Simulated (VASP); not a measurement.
Output of a VASP run:

**OSZICAR**
```
       N       E                     dE             d eps       ncg     rms          rms(c)
DAV:   1     0.892431523226E+02    0.89243E+02   -0.74523E+03  3083   0.139E+03
DAV:   2    -0.873979887830E+01   -0.97983E+02   -0.95349E+02  3125   0.336E+02
DAV:   3    -0.144344726184E+02   -0.56947E+01   -0.54526E+01  4945   0.782E+01
DAV:   4    -0.146207161998E+02   -0.18624E+00   -0.18278E+00  3851   0.122E+01
DAV:   5    -0.146291369299E+02   -0.84207E-02   -0.84101E-02  4493   0.236E+00    0.102E+01
DAV:   6    -0.131108285991E+02    0.15183E+01   -0.12416E+01  3811   0.394E+01    0.331E+00
DAV:   7    -0.129717034904E+02    0.13913E+00   -0.10859E+00  3583   0.113E+01    0.196E+00
DAV:   8    -0.129518866966E+02    0.19817E-01   -0.15579E-01  3473   0.440E+00    0.493E-01
DAV:   9    -0.129506185340E+02    0.12682E-02   -0.25632E-02  3812   0.217E+00    0.238E-01
DAV:  10    -0.129507092600E+02   -0.90726E-04   -0.17471E-03  3855   0.487E-01    0.615E-02
DAV:  11    -0.129506967996E+02    0.12460E-04   -0.43527E-04  4053   0.237E-01    0.466E-02
DAV:  12    -0.129507030251E+02   -0.62255E-05   -0.33136E-05  3534   0.646E-02    0.102E-02
DAV:  13    -0.129507027227E+02    0.30241E-06   -0.10199E-06  2564   0.103E-02
   1 F= -.12950703E+02 E0= -.12950898E+02  d E =-.129507E+02
```

File OUTCAR:
```
------------------------ aborting loop because EDIFF is reached ----------------------------------------
  FORCE on cell =-STRESS in cart. coord.  units (eV):
  Direction    XX          YY          ZZ          XY          YZ          ZX
  --------------------------------------------------------------------------------------
  Total       -0.0045975     -0.0045975     -0.0089379      0.0000000      0.0000000      0.0000000
  in kB       -0.2334647     -0.2334647     -0.4538756      0.0000000      0.0000000      0.0000000
  external PRESSURE =      -0.3069350 kB  Pullay stress =       0.0000000 kB
  volume of cell :       31.55
      direct lattice vectors                 reciprocal lattice vectors
     2.799470905  0.000000000  0.000000000     0.357210357  0.000000000  0.000000000
     0.000000000  2.799470905  0.000000000     0.000000000  0.357210357  0.000000000
     0.000000000  0.000000000  4.025827942     0.000000000  0.000000000  0.248396110
 POSITION                                       TOTAL-FORCE (eV/Angst)
 -----------------------------------------------------------------------------------
      0.00000      0.00000      0.00000         0.000000      0.000000      0.000000
      1.39974      1.39974      2.01291         0.000000      0.000000      0.000000
 -----------------------------------------------------------------------------------
    total drift:                                0.000000      0.000000      0.000000
  FREE ENERGIE OF THE ION-ELECTRON SYSTEM (eV)
  ---------------------------------------------------
  free  energy   TOTEN  =       -12.9507027227 eV

  energy  without entropy=      -12.9512882226  energy(sigma->0) =      -12.95089789

 reached required accuracy - stopping structural energy minimisation
```
(Selected blocks of OUTCAR.)

POSCAR:
```
TiAl
1
    2.7994709048     0.0000000000     0.0000000000
    0.0000000000     2.7994709048     0.0000000000
    0.0000000000     0.0000000000     4.0258279421
Ti Al
1 1
Direct
  0.0000000000   0.0000000000   0.0000000000
  0.5000000000   0.5000000000   0.5000000000
```

Reconstruct the remaining input files.

Several could match; the one computed here: the input of the run itself, AM05 GGA, plane waves, VASP's PBE PAW potentials (set 64).

**INCAR**
```
ALGO=Normal
EDIFF=1E-6
EDIFFG=-0.01
ENCUT=520
GGA=AM
IBRION=2
ISIF=3
ISMEAR=1
LASPH=T
LCHARG=F
LMAXMIX=4
LREAL=F
LWAVE=F
NELM=100
NSW=60
PREC=Accurate
SIGMA=0.1
SYSTEM=TiAl
```

### KPOINTS
```
Automatic mesh
0
Gamma
12 12 8
0 0 0
```

POTCAR, in this order: Ti_sv Al (PBE.64 set). Program: vasp_std.

The compound is TiAl in the L1_0 structure. It was relaxed first. The start is the result of an earlier pass. The electron count is odd and the run is not spin-polarised, which forces a metal.
